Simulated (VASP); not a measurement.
```yaml
crystal:
  lattice:
    - [0.00000, 2.76981, 2.76981]
    - [2.76981, 0.00000, 2.76981]
    - [2.76981, 2.76981, 0.00000]
  atoms:
    - { symbol: Si, position: [0.00000, 0.00000, 0.00000] }
    - { symbol: Si, position: [0.25000, 0.25000, 0.25000] }
```

Computed with PBE GGA, VASP's PBE PAW potentials (set 64) (plane waves; VASP). Run with 400 eV cut-off, 6×6×6 Γ-centred mesh, Gaussian smearing of 0.050 eV, potentials Si.

Question: Give the stress tensor in GPa (positive for a compressed cell).

Answer: 
```
-3.13   0.00   0.00
 0.00  -3.13   0.00
 0.00   0.00  -3.13
```
The pressure is its mean diagonal, -3.13 GPa.

The compound is Si in the diamond structure. The cell was not relaxed at this level.
